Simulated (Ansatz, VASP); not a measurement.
## TiNbSbC: VASP beside Ansatz

One calculation is typed for both programs; each brings its own data sets and cutoff. How far apart do they land? The cell is invented: As first built, before any earlier steps moved the atoms (in the runner's words): it takes the HfNbCN structure with some of its atoms replaced by other elements, volume scaled by an estimate. It may not be a known or stable phase. The cell is taken from a series of VASP runs on this material, whose earlier steps may have relaxed, scaled or displaced it; both programs get it as it stands.

Program: Ansatz 0.2.0. Level of theory: plane waves, with VASP 6.6.1 beside it; single point at LDA. Results are calculated unless marked as measured.

### 1. The structure

Symmetry: R3m, No. 160, trigonal system. The conventional cell has a = 3.225 Å, b = 3.225 Å, c = 19.968 Å, α = 90.00°, β = 90.00°, γ = 120.00°. Sb has 3 Ti at 2.92 Å and 3 Nb at 2.93 Å and 6 Sb at 3.22 Å nearest. Nearest to Nb lie 3 C at 2.18 Å and 3 Ti at 2.83 Å and 3 Sb at 2.93 Å. Ti has 3 C at 2.11 Å and 3 Nb at 2.83 Å and 3 Sb at 2.92 Å nearest. Nearest to C lie 3 Ti at 2.11 Å and 3 Nb at 2.18 Å. As first built, before any earlier steps moved the atoms (in the runner's words): sites of the HfNbCN structure (space group 160) filled with other elements, volume scaled by an estimate. Farther neighbours are not listed.

### 2. Ansatz: single point, LDA

Ansatz runs on its default PAW (the set named soft_2) files.

A single point gives forces, pressure and levels at one fixed geometry, so differences don't come from the geometry; what else differs is listed under the comparison.

File input.yaml:

```yaml
crystal:
  lattice:
    - [1.6124370252, 0.9309404409, 6.6558695594]
    - [-1.6124370252, 0.9309404409, 6.6558695594]
    - [0.0, -1.8618819296, 6.6558695831]
  atoms:
    - { symbol: Sb, position: [0.7489092421, 0.7489092421, 0.7489092421] }
    - { symbol: Nb, position: [0.5291078402, 0.5291078402, 0.5291078398] }
    - { symbol: Ti, position: [0.969420232, 0.969420232, 0.9694202325] }
    - { symbol: C, position: [0.2525626856, 0.2525626856, 0.2525626856] }
hamiltonian:
  xc: lda
  pseudopotentials: { kind: paw }
kpoints:
  mp_grid: { grid: [10, 10, 10] }
scf:
  occupations: { method: tetrahedron }
output:
  forces: true
  stress: true
```

Run with:

```console
$ ansatz run input.yaml --threads 2 --pin off --max-ram 4608MiB --backend cpu --events-out ev --progress --plain --runs-dir out
```

Numbers of over 12 decimals in the logs are rounded to 6 here.

What it wrote:

```text
Warning: output.forces, output.stress, relax.cell or npt_langevin: where a Kohn–Sham band that disperses or a degenerate level is filled in part under the method tetrahedron, the forces or the stress that this run publishes need not agree with its energy (scf.occupations.method in the input reference, under Limitations); prefer a smearing scheme for the forces or the stress
basis.fft_grid_basis auto: the FFT boxes are laid along the combinations [[1, 0, -1], [0, 1, -1], [0, 0, 1]] of the cell's own vectors, 3.225, 3.225 and 6.911 Å long. The dense box has 24×24×48 points. Along the cell's own vectors, as sized, it would have 48×48×48, 4.00 times as many. Of the 6 symmetry operations that the crystal satisfies within crystal.symmetry.tolerance (time reversal apart; of a slab, those that  [...]
Engine: ansatz 0.2.0, aarch64-unknown-linux-gnu
Pseudopotentials: kind: paw
Pseudopotential: Sb, paw, valence charge 15, recommended cutoff 420 eV (normal), Sb.paw.azcp
Pseudopotential: Nb, paw, valence charge 13, recommended cutoff 420 eV (normal), Nb.paw.azcp
Pseudopotential: Ti, paw, valence charge 12, recommended cutoff 420 eV (normal), Ti.paw.azcp
Pseudopotential: C, paw, valence charge 4, recommended cutoff 420 eV (normal), C.paw.azcp
Functional definition: SPW92
  exchange = slater_x
  correlation = pw_c
Crystal: 4 atoms, lattice volume = 59.946 Å³
Basis set: ecut = 420 eV, 1205 PW (Γ), FFT grids on a1−a3, a2−a3, a3
Bands: 27, of which v1, the nominal top of the filled ones, is band 22 counted from 1 (21 counted from 0)
Symmetry: 6 space group operations
Space group: R3m (ITA 160), of the structure as read, at distance tolerance 3.9e-5 Å
k-points: 116 of 1000 (time reversal used)
Non-local potential: Sb, projectors of the file, l = 0: 2, l = 1: 2, l = 2: 2, l = 3: 2
Non-local potential: Nb, projectors of the file, l = 0: 3, l = 1: 2, l = 2: 2, l = 3: 1
Non-local potential: Ti, projectors of the file, l = 0: 3, l = 1: 2, l = 2: 3, l = 3: 1
Non-local potential: C, projectors of the file, l = 0: 2, l = 1: 2, l = 2: 1
PAW form: soft (Blöchl's): semilocal exchange-correlation on the pseudo side does not see the compensation charge
PAW frozen core: Sb, regenerated for the run's functional, and the local potential with it (the file was generated under x = pbe(κ = 0.804, μ = 0.219515), c = pbe(β = 0.066725))
PAW frozen core: Nb, regenerated for the run's functional, and the local potential with it (the file was generated under x = pbe(κ = 0.804, μ = 0.219515), c = pbe(β = 0.066725))
PAW frozen core: Ti, regenerated for the run's functional, and the local potential with it (the file was generated under x = pbe(κ = 0.804, μ = 0.219515), c = pbe(β = 0.066725))
PAW frozen core: C, regenerated for the run's functional, and the local potential with it (the file was generated under x = pbe(κ = 0.804, μ = 0.219515), c = pbe(β = 0.066725))
PAW one-centre angular grid: Sb, 590 points (default); XC on 64 Gauss nodes
PAW one-centre angular grid: Nb, 590 points (default); XC on 64 Gauss nodes
PAW one-centre angular grid: Ti, 590 points (default); XC on 64 Gauss nodes
PAW one-centre angular grid: C, 110 points (default); XC on 64 Gauss nodes
Initial density: superposition of atomic densities (neutral atoms: chi_scale 0, normalization atom), corrected by the library's trained network
Initial wavefunctions: pseudopotential atomic-orbital guess
Functional: x = slater, c = lda
SCF iter   1: F=—  HF=-13474.162427 eV  |F-HF|=—  |Δ(HF+E_count)|=         —  Δρ=9.21e-3  dr2=3.38e-2  ethr=1.77e-3  ⟨swp⟩=6.4  Hψ=14668  notcnv=0
preconditioner: auto → Kerker (q_TF=auto, 2.591 Å⁻¹)  [metal: no gap  n_scr=22 (ndim 8)  ℏωp=20.3 eV  f_vac=0.000]
SCF iter   2: F=—  HF=-13474.157634 eV  |F-HF|=—  |Δ(HF+E_count)|=   4.79e-3  Δρ=5.06e-3  dr2=1.02e-2  ethr=7.69e-5  ⟨swp⟩=2.0  Hψ=4543  notcnv=0  defer=47
SCF iter   3: F=—  HF=-13474.155721 eV  |F-HF|=—  |Δ(HF+E_count)|=   1.91e-3  Δρ=2.77e-3  dr2=8.55e-3  ethr=2.31e-5  ⟨swp⟩=2.2  Hψ=4347  notcnv=0  defer=47
SCF iter   4: F=—  HF=-13474.154909 eV  |F-HF|=—  |Δ(HF+E_count)|=   8.12e-4  Δρ=4.80e-4  dr2=2.75e-4  ethr=1.94e-5  ⟨swp⟩=2.0  Hψ=3792  notcnv=0  defer=47
SCF iter   5: F=—  HF=-13474.154822 eV  |F-HF|=—  |Δ(HF+E_count)|=   8.69e-5  Δρ=2.42e-4  dr2=5.97e-5  ethr=6.26e-7  ⟨swp⟩=2.0  Hψ=4622  notcnv=0  defer=47
SCF iter   6: F=—  HF=-13474.154829 eV  |F-HF|=—  |Δ(HF+E_count)|=   6.21e-6  Δρ=5.63e-5  dr2=3.46e-6  ethr=1.36e-7  ⟨swp⟩=2.0  Hψ=4629  notcnv=0  defer=47
SCF iter   7: F=—  HF=-13474.154826 eV  |F-HF|=—  |Δ(HF+E_count)|=   2.40e-6  Δρ=1.88e-5  dr2=4.68e-7  ethr=7.86e-9  ⟨swp⟩=2.0  Hψ=4325  notcnv=0  defer=47
SCF iter   8: F=-13474.154826 eV  HF=-13474.154826 eV  |F-HF|=5.71e-9  |Δ(HF+E_count)|=   1.06e-7  Δρ=3.20e-6  dr2=1.01e-8  ethr=2.27e-10  ⟨swp⟩=4.8  Hψ=10389  notcnv=0
SCF 1 converged in 8 iterations: F = -13474.154826 eV  dr2 = 1.01e-8
  greatest PAW one-centre occupation: 0.999 electrons in one spin orbital (limit 2), on the Ti atom at site 2 (counted from 0), in its partial waves of l = 0
SCF converged after 8 iterations
Stability not checked: this state was not tested for a lower state beside it, because cold or Methfessel-Paxton smearing, or corrected tetrahedra, fill the levels in a way that the test cannot read (fill_not_monotonic; see scf.lower_state_search)
Free energy (F): -13474.154826 eV
Harris-Foulkes:  -13474.154826 eV  (|F-HF|=5.71e-9)
Internal energy: -13474.154805 eV  (E = F + TS)
E sigma→0 (E₀):  -13474.154826 eV
Entropy (-TS):   -0.000022 eV (-0.005 meV/atom)
Fermi energy:    16.014472 eV
--- Per-component energies (eV) ---
  E_band       = -275.330572
  E_kinetic    = 973.030927
  E_local      = -2822.065559  (includes V_loc(G=0)·N_el)
  E_nonlocal   = 530.817351
  E_hartree    = 1163.672248
  E_xc         = -461.261346
  E_vxc        = -496.995394  (∫ρ·V_xc dr)
  E_paw        = -8483.590532  (= ΣΔE_a)
  E_vpaw       = -787.462467  (= ΣTr[D̂ρ^β])
  E_aug_tail   = 0.000117  (compensation charges beyond the density's cutoff)
  E_ewald      = -4376.131312
  E_core_change = 1.373301  (= ΣΔE_core)
  E_smearing   = -0.000022  (= −TS)
  E_closure    = 0.000000  (closes the sum)
  Σ components = -13474.154826   (vs F -13474.154826, Δ=0.00e0)
--- Forces (eV/Å), atoms counted from 1 ---
  atom   1  Sb     0.00000000    -0.00000000     0.02169357
  atom   2  Nb     0.00000000    -0.00000000     0.10588283
  atom   3  Ti     0.00000000     0.00000000    -0.06264383
  atom   4  C     -0.00000000     0.00000000    -0.06498534
  max |Σ_I F_I| component: 5.28e-5 eV/Å
--- Stress (GPa, compression-positive) ---
        0.478755       0.000000      -0.000000
        0.000000       0.478755       0.000000
       -0.000000       0.000000      -2.195624
  P = ⅓ Tr σ = -0.4127 GPa (-4.127 kbar)
--- Band table (eV; the first three rows and the last of 116) ---
  k-point 0: bands = [... 18 lower, 12.7006, 15.6477, 15.6477, 16.3898, 17.1905, 17.1905, 18.3880, 18.3880, ... 1 higher]
  k-point 1: bands = [... 18 lower, 12.7772, 15.3737, 15.7030, 16.1686, 16.7904, 17.1598, 18.3847, 18.4694, ... 1 higher]
  k-point 2: bands = [... 18 lower, 12.9725, 14.6948, 15.2161, 15.8284, 16.1683, 17.3378, 18.1498, 18.4142, ... 1 higher]
  k-point 115: bands = [... 18 lower, 12.1406, 15.6574, 15.6574, 16.4583, 16.8327, 16.8327, 18.3267, 18.3267, ... 1 higher]
```

The job ended after 8.2 s (2 threads of Arm Neoverse V1, shared host; peak memory 0.49 GiB; 16 s of CPU time).

Reading the cycles: dr2 is the Hartree energy of the density residual (eV), the measure of convergence; HF is the Harris–Foulkes estimate of the energy, which meets the free energy F at convergence.

The run ends at a pressure of -0.41 GPa, with forces up to 0.11 eV/Å.

### 3. VASP: single point, LDA

The same cell, functional (in two slightly different forms), mesh and smearing now go to VASP, with its own data sets and cutoff.

Lines of VASP's logs that name or quote its potential files are left out, and so is its time.

File INCAR:

```
SYSTEM = TiNbSbC
PREC = Accurate
ENCUT = 520
EDIFF = 1E-06
NELM = 100
ISMEAR = -5
SIGMA = 0.05
LREAL = .FALSE.
ALGO = Normal
GGA = CA
NBANDS = 31
LORBIT = 11
LWAVE = .FALSE.
LCHARG = .FALSE.
KPAR = 2
NEDOS = 2001
```

File POSCAR:

```
TiNbSbC
1.0
    1.6124370252      0.9309404409      6.6558695594
   -1.6124370252      0.9309404409      6.6558695594
    0.0000000000     -1.8618819296      6.6558695831
Sb Nb Ti C
1 1 1 1
Direct
    0.7489092421      0.7489092421      0.7489092421
    0.5291078402      0.5291078402      0.5291078398
    0.9694202320      0.9694202320      0.9694202325
    0.2525626856      0.2525626856      0.2525626856
```

File KPOINTS:

```
Automatic mesh
0
Gamma
10 10 10
0 0 0
```

PAW data sets: Sb, Nb_sv, Ti_sv and C (LDA family, release 64).

Run with:

```console
$ mpirun -np 2 vasp_std
```

What it wrote:

```text
[banner, memory and clock lines left out]
running    2 mpi-ranks, on    1 nodes
 distrk:  each k-point on    1 cores,    2 groups
 distr:  one band on    1 cores,    1 groups

 POSCAR found type information on POSCAR SbNbTiC
 POSCAR found :  4 types and       4 ions
 LDA part: xc-table for (Slater(with rela. corr.)+CA(PZ))
 , standard interpolation
 POSCAR, INCAR and KPOINTS ok, starting setup
 FFT: planning ... GRIDC
 FFT: planning ... GRID_SOFT
 FFT: planning ... GRID
 WAVECAR not read
 entering main loop
       N       E                     dE             d eps       ncg     rms          rms(c)
DAV:   1     0.376918472024E+03    0.37692E+03   -0.15001E+04  7192   0.115E+03
DAV:   2    -0.231034730380E+01   -0.37923E+03   -0.35917E+03  7602   0.416E+02
DAV:   3    -0.402228691120E+02   -0.37913E+02   -0.36501E+02 11550   0.113E+02
DAV:   4    -0.436508378296E+02   -0.34280E+01   -0.33788E+01 10373   0.286E+01
DAV:   5    -0.437754935578E+02   -0.12466E+00   -0.12429E+00 10658   0.571E+00    0.188E+01
DAV:   6    -0.380342862487E+02    0.57412E+01   -0.19043E+01  9872   0.406E+01    0.873E+00
DAV:   7    -0.383303262474E+02   -0.29604E+00   -0.16695E+01  9674   0.268E+01    0.761E+00
DAV:   8    -0.372517603091E+02    0.10786E+01   -0.24035E+00 10010   0.140E+01    0.360E+00
DAV:   9    -0.372093481975E+02    0.42412E-01   -0.56936E-01  9856   0.525E+00    0.134E+00
DAV:  10    -0.371914250249E+02    0.17923E-01   -0.83342E-02  9508   0.190E+00    0.733E-01
DAV:  11    -0.371866586993E+02    0.47663E-02   -0.18615E-02 10724   0.935E-01    0.282E-01
DAV:  12    -0.371869227325E+02   -0.26403E-03   -0.31229E-03  9023   0.378E-01    0.103E-01
DAV:  13    -0.371868152746E+02    0.10746E-03   -0.35745E-04  9673   0.130E-01    0.374E-02
DAV:  14    -0.371868164216E+02   -0.11471E-05   -0.52123E-05 10629   0.511E-02    0.229E-02
DAV:  15    -0.371868228474E+02   -0.64258E-05   -0.72111E-06  9691   0.155E-02    0.676E-03
DAV:  16    -0.371868282493E+02   -0.54019E-05   -0.20642E-06  6312   0.896E-03    0.317E-03
DAV:  17    -0.371868264778E+02    0.17715E-05   -0.57808E-07  5570   0.704E-03    0.797E-04
DAV:  18    -0.371868267673E+02   -0.28945E-06   -0.78959E-08  5101   0.257E-03
   1 F= -.37186827E+02 E0= -.37186827E+02  d E =0.000000E+00
|                                                                             |
|           W    W    AA    RRRRR   N    N  II  N    N   GGGG   !!!           |
|           W    W   A  A   R    R  NN   N  II  NN   N  G    G  !!!           |
|           W    W  A    A  R    R  N N  N  II  N N  N  G       !!!           |
|           W WW W  AAAAAA  RRRRR   N  N N  II  N  N N  G  GGG   !            |
|           WW  WW  A    A  R   R   N   NN  II  N   NN  G    G                |
|           W    W  A    A  R    R  N    N  II  N    N   GGGG   !!!           |
|                                                                             |
|     Tetrahedron method does not include variations of the Fermi             |
|     occupations, so forces and stress will be inaccurate. We suggest        |
|     using a different smearing scheme ISMEAR = 1 or 2 for metals in         |
|     relaxations.                                                            |
|                                                                             |
```

Parts of OUTCAR (step 3):

```text
ion  position               nearest neighbor table
   1  0.749  0.749  0.749-   3 2.92   3 2.92   3 2.92   2 2.93   2 2.93   2 2.93
   2  0.529  0.529  0.529-   4 2.18   4 2.18   4 2.18   3 2.83   3 2.83   3 2.83   1 2.93   1 2.93
                             1 2.93
   3  0.969  0.969  0.969-   4 2.11   4 2.11   4 2.11   2 2.83   2 2.83   2 2.83   1 2.92   1 2.92
                             1 2.92
   4  0.253  0.253  0.253-   3 2.11   3 2.11   3 2.11   2 2.18   2 2.18   2 2.18

  LATTYP: Found a trigonal (rhomboedric) cell.
 ALAT       =     6.9113821235
 COS(alpha) =     0.8911406570

 Subroutine GETGRP returns: Found  6 space group operations
 (whereof  6 operations were pure point group operations)

The static configuration has the point symmetry C_3v.

 Found    116 irreducible k-points:

   k-points           NKPTS =    116   k-points in BZ     NKDIM =    116   number of bands    NBANDS=     31

   dimension x,y,z NGX =    54 NGY =   54 NGZ =   54
   dimension x,y,z NGXF=   108 NGYF=  108 NGZF=  108

   ENCUT  =  520.0 eV  38.22 Ry    6.18 a.u.  12.85 12.85 12.85*2*pi/ulx,y,z

   NELECT =      34.0000    total number of electrons

 k-points in reciprocal lattice and weights: Automatic mesh
   0.00000000  0.00000000  0.00000000       0.001
   0.10000000  0.00000000  0.00000000       0.006
   0.20000000  0.00000000  0.00000000       0.006
   0.30000000  0.00000000  0.00000000       0.006
   0.40000000  0.00000000  0.00000000       0.006
   0.50000000 -0.00000000  0.00000000       0.003
   0.10000000  0.10000000  0.00000000       0.006
   0.20000000  0.10000000  0.00000000       0.012
   0.30000000  0.10000000  0.00000000       0.012
[...]
-0.40000000  0.50000000  0.40000000       0.006
   0.50000000  0.50000000  0.50000000       0.001

 average (electrostatic) potential at core
       1 -82.5720       2 -77.4092       3 -69.7288       4 -47.6108

 E-fermi :  11.0077

 k-point     1 :       0.0000    0.0000    0.0000
  band No.  band energies     occupation
    ...
     12       7.1030      2.00000
     13       7.1030      2.00000
     14       7.6949      2.00000
     15      10.6411      2.00000
     16      10.6411      2.00000
     17      11.3828      0.00000
     18      12.1808      0.00000
     19      12.1808      0.00000
     20      13.3785      0.00000
     21      13.3785      0.00000
    ...

 k-point     2 :       0.1000    0.0000    0.0000
  band No.  band energies     occupation
    ...
     12       6.9372      2.00000
     13       7.1786      2.00000
     14       7.7722      2.00000
     15      10.3677      2.00000
     16      10.6963      2.00000
     17      11.1611      0.22805
     18      11.7819      0.00000
     19      12.1507      0.00000
     20      13.3754      0.00000
     21      13.4606      0.00000
    ...

 k-point     3 :       0.2000    0.0000    0.0000
  band No.  band energies     occupation
    ...
     13       7.3426      2.00000
     14       7.9688      2.00000
     15       9.6903      2.00000
     16      10.2145      2.00000
     17      10.8215      2.02422
     18      11.1599     -0.01550
     19      12.3296      0.00000
     20      13.1427      0.00000
     21      13.4193      0.00000
     22      13.7742      0.00000
    ...

  Total        0.3070444      0.3070443     -0.6907399     -0.0000000      0.0000000      0.0000000
  in kB        8.2063672      8.2063644    -18.4613850     -0.0000000      0.0000009      0.0000000
  external PRESSURE =      -0.6828844 kB  Pullay stress =       0.0000000 kB

  energy-cutoff  :      520.00
  volume of cell :       59.95
      direct lattice vectors                 reciprocal lattice vectors
     1.612437025  0.930940441  6.655869559     0.310089630  0.179030362  0.050081119
    -1.612437025  0.930940441  6.655869559    -0.310089630  0.179030362  0.050081119
     0.000000000 -1.861881930  6.655869583     0.000000000 -0.358060724  0.050081091

 POSITION                                       TOTAL-FORCE (eV/Angst)
 -----------------------------------------------------------------------------------
      0.00000     -0.00000     14.95393         0.000000     -0.000000      0.025890
      0.00000     -0.00000     10.56502         0.000000     -0.000000      0.097354
      0.00000     -0.00000     19.35700         0.000000      0.000000     -0.036962
      0.00000     -0.00000      5.04307         0.000000      0.000000     -0.086281
 -----------------------------------------------------------------------------------
    total drift:                               -0.000000      0.000000     -0.000584

  FREE ENERGIE OF THE ION-ELECTRON SYSTEM (eV)
  ---------------------------------------------------
  free  energy   TOTEN  =       -37.1868267673 eV

  energy  without entropy=      -37.1868267673  energy(sigma->0) =      -37.18682677

 total charge
# of ion       s       p       d       tot
------------------------------------------
    1        1.157   1.332   0.063   2.552
    2        2.173   6.038   2.563  10.774
    3        2.192   6.185   2.065  10.442
    4        0.877   1.548   0.000   2.425
--------------------------------------------------
tot          6.399  15.102   4.691  26.192

[... 3 further parts left out ...]
```

The run ends at a pressure of -0.07 GPa, with forces up to 0.097 eV/Å.

### 4. Comparison

Known differences besides the potentials themselves: the two LDA forms differ slightly; the data sets hold 44 valence electrons in Ansatz (default PAW (the set named soft_2) files) and 34 in VASP; the cutoff is 420 eV in Ansatz and 520 eV in VASP; VASP's log shows a relativistic correction to its local exchange, Ansatz's none. Total energies have different zeros and are not compared.

Compared:

```
                                        quantity  Ansatz   VASP  difference
                                  pressure (GPa)   -0.41  -0.07       -0.34
pressure without Ansatz's Pulay correction (GPa)   -0.55  -0.07       -0.48
```

Forces (eV/Å; atoms numbered as in POSCAR):

```
atom        Ansatz x, y, z          VASP x, y, z
 Sb1   0.000, 0.000, 0.022   0.000, 0.000, 0.026
 Nb2   0.000, 0.000, 0.106   0.000, 0.000, 0.097
 Ti3  0.000, 0.000, -0.063  0.000, 0.000, -0.037
  C4  0.000, 0.000, -0.065  0.000, 0.000, -0.086
```

The forces differ by 10 meV/Å r.m.s., which is 25.2 % of the r.m.s. force of 0.04 eV/Å (both taken over all components). Ansatz's pressure holds a Pulay correction of 0.14 GPa; VASP's holds none.

### 5. Summary of results

```
r.m.s. force difference (single point, LDA) : 10 meV/Å
```

The r.m.s. force difference is 10 meV/Å (single point, LDA), within the 12 meV/Å picked in this series as the mark of a large difference. Such differences can come from data sets, numerical settings and the points named under the comparisons, not from the functional's error against experiment.

[Lines on the potential files, build, host, timing and source positions are cut from VASP's logs without a mark.]

[Logs are printed without paths, hosts, clocks, repeated set-up lines and the standing remarks that a program may print on its own settings, such as how far it seeks lower states.]

[Hosts, paths, dates, database ids (printed as entryN), source tags and the programs' standing remarks are cut or masked in the printed files.]
